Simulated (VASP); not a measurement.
Consider the following.

```
CELL_PARAMETERS angstrom
      0.00000     2.95914     2.95914
      2.95914     0.00000     2.95914
      2.95914     2.95914     0.00000
ATOMIC_POSITIONS crystal
  Pb 0.01690 0.98310 0.98310
  F  0.25000 0.25000 0.25000
  F  0.75000 0.75000 0.75000
```

Calculation: r2SCAN meta-GGA, VASP's PBE PAW potentials (set 64) (plane waves; VASP 6.6.1). Numerical set-up: 600 eV cut-off, 6×6×6 Γ-centred mesh, Gaussian smearing of 0.050 eV, potentials Pb_d F.

**Question.** Which forces act on the atoms, in eV/Å?

**Answer.** 
```json
[
 {"atom": "Pb1", "Fx": "0.160", "Fy": "0.000", "Fz": "0.000"},
 {"atom": "F2", "Fx": "-0.080", "Fy": "0.000", "Fz": "0.000"},
 {"atom": "F3", "Fx": "-0.080", "Fy": "0.000", "Fz": "0.000"}
]
```

**Question.** Give the stress tensor in GPa (positive for a compressed cell).

**Answer.** 
```
0.29  0.00  0.00
0.00  0.21  0.00
0.00  0.00  0.21
```
The pressure is its mean diagonal, 0.23 GPa.

The compound is PbF2 in the fluorite structure, the β form. This cell was strained or had an atom moved on purpose.
